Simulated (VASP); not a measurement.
Here is the system:

```yaml
crystal:
  lattice:
    - [4.49865, 0.00000, 0.00000]
    - [0.00000, 4.49865, 0.00000]
    - [0.00000, 0.00000, 27.65850]
  atoms:
    - { symbol: Ba, position: [0.00000, 0.50000, 0.32919] }
    - { symbol: Ba, position: [0.50000, 0.00000, 0.44234] }
    - { symbol: Ba, position: [0.00000, 0.50000, 0.55766] }
    - { symbol: Ba, position: [0.50000, 0.00000, 0.67081] }
    - { symbol: S, position: [0.00000, 0.50000, 0.44127] }
    - { symbol: S, position: [0.50000, 0.00000, 0.32957] }
    - { symbol: S, position: [0.00000, 0.50000, 0.67043] }
    - { symbol: S, position: [0.50000, 0.00000, 0.55873] }
```

All values below come from PBEsol GGA, VASP's PBE PAW potentials (set 64) (plane waves; VASP 6.6.1). Settings: PREC = Normal, 400 eV cut-off, 5×5×1 Γ-centred mesh, Gaussian smearing of 0.050 eV, potentials Ba_sv S.

Unless said otherwise, spin-orbit coupling is left out, though it shifts the bands of the heavy elements here.

Question: Predict the energy per atom (σ→0), band gap (on the k-mesh) with the smallest direct gap where there is one.

Answer: 
The band gap (on the k-mesh) comes out as 1.91 eV. The smallest direct gap (on the k-mesh) comes out as 1.91 eV and the energy per atom (σ→0) comes out as -5.248 eV/atom.

Total energies compare only between runs with the same potentials, cut-off and functional.

The cell is a thin slab with vacuum, built from BaS (rock salt): (100) face.
